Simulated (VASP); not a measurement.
Data:

```xyz
1
Lattice="-1.5580 1.5580 1.5580 1.5580 -1.5580 1.5580 1.5580 1.5580 -1.5580" Properties=species:S:1:pos:R:3 pbc="T T T"
Zn     0.0000     0.0000     0.0000
```

Calculation: r2SCAN meta-GGA, VASP's PBE PAW potentials (set 64) (plane waves; VASP). Run with 400 eV cut-off, 15×15×15 Γ-centred mesh, first-order Methfessel-Paxton smearing of 0.10 eV, potentials Zn.

Energy and stress use the plane-wave basis of the starting cell.

The ions, cell shape and volume are relaxed. Predict the relaxed structure.

```xyz
1
Lattice="-1.5305 1.5305 1.5305 1.5305 -1.5305 1.5305 1.5305 1.5305 -1.5305" Properties=species:S:1:pos:R:3 pbc="T T T"
Zn    -1.5305     1.5305     1.5305
```
Space group Im-3m (229), at a tolerance of 0.03 Å.

How do energy and volume change from the first to the last step?

The energy (σ→0) changes by -12.1 meV/atom and the volume by -5.2 %, in 7 ionic steps.

```tsv
step	E(σ→0) (eV)	max force (eV/Å)	pressure (GPa)	volume (Å³)
1	-8.7878	0.000	-4.26	15.13
2	-8.7999	0.000	0.59	14.26
3	-8.7999	0.000	-0.20	14.33
4	-8.7999	0.000	0.30	14.32
5	-8.7999	0.000	-0.40	14.37
6	-8.7999	0.000	0.14	14.33
7	-8.7999	0.000	-0.01	14.34
```

The structure was generated: Zn was put into the bcc type (Im-3m), which need not be its known phase. This run relaxes it. Symmetry was kept, so distortions that lower it aren't found.
